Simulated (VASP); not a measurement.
Data:

```
N
1.0
    4.09441     0.00000     0.00000
    0.00000     4.09441     0.00000
    0.00000     0.00000     5.36670
N
4
Cartesian
  3.70153   3.70153   0.00000
  0.39288   0.39288   0.00000
  2.44009   1.65432   2.68335
  1.65432   2.44009   2.68335
```

These are PBEsol GGA, VASP's PBE PAW potentials (set 64) (plane waves; VASP) values and carry that method's errors. Numerical set-up: 520 eV cut-off, Gaussian smearing of 0.050 eV, potentials N.

Without a dispersion term in the relaxation, distances and binding between the weakly bound layers, chains or molecules are unreliable, and so is what depends on them.

### Question
Give the energies of bands 3 to 13 at the high-symmetry points, in eV from the valence-band maximum.

### Answer

```json
[
 {"band": "3", "Γ": "-3.38", "X": "-3.62", "M": "-3.78", "Z": "-3.37", "R": "-3.64", "A": "-3.76"},
 {"band": "4", "Γ": "-3.38", "X": "-3.62", "M": "-3.78", "Z": "-3.37", "R": "-3.64", "A": "-3.76"},
 {"band": "5", "Γ": "-2.03", "X": "-1.67", "M": "-1.82", "Z": "-1.86", "R": "-1.81", "A": "-1.87"},
 {"band": "6", "Γ": "-1.47", "X": "-1.67", "M": "-1.82", "Z": "-1.86", "R": "-1.81", "A": "-1.87"},
 {"band": "7", "Γ": "-1.47", "X": "-1.67", "M": "-1.62", "Z": "-1.48", "R": "-1.47", "A": "-1.66"},
 {"band": "8", "Γ": "-1.38", "X": "-1.67", "M": "-1.62", "Z": "-1.48", "R": "-1.47", "A": "-1.66"},
 {"band": "9", "Γ": "-0.99", "X": "-0.23", "M": "-0.03", "Z": "-0.44", "R": "-0.28", "A": "0.00"},
 {"band": "10", "Γ": "-0.20", "X": "-0.23", "M": "-0.03", "Z": "-0.44", "R": "-0.28", "A": "0.00"},
 {"band": "11", "Γ": "6.79", "X": "7.80", "M": "7.58", "Z": "7.19", "R": "7.45", "A": "7.61"},
 {"band": "12", "Γ": "7.64", "X": "7.80", "M": "7.58", "Z": "7.19", "R": "7.45", "A": "7.61"},
 {"band": "13", "Γ": "8.01", "X": "7.81", "M": "8.55", "Z": "8.00", "R": "8.10", "A": "8.55"}
]
```

The gap is indirect, 6.79 eV, from the valence maximum at A to the conduction minimum at Γ.

The structure comes from a computed database's N entry (P4_2/mnm); how it stands against other phases isn't given here. It was relaxed first.
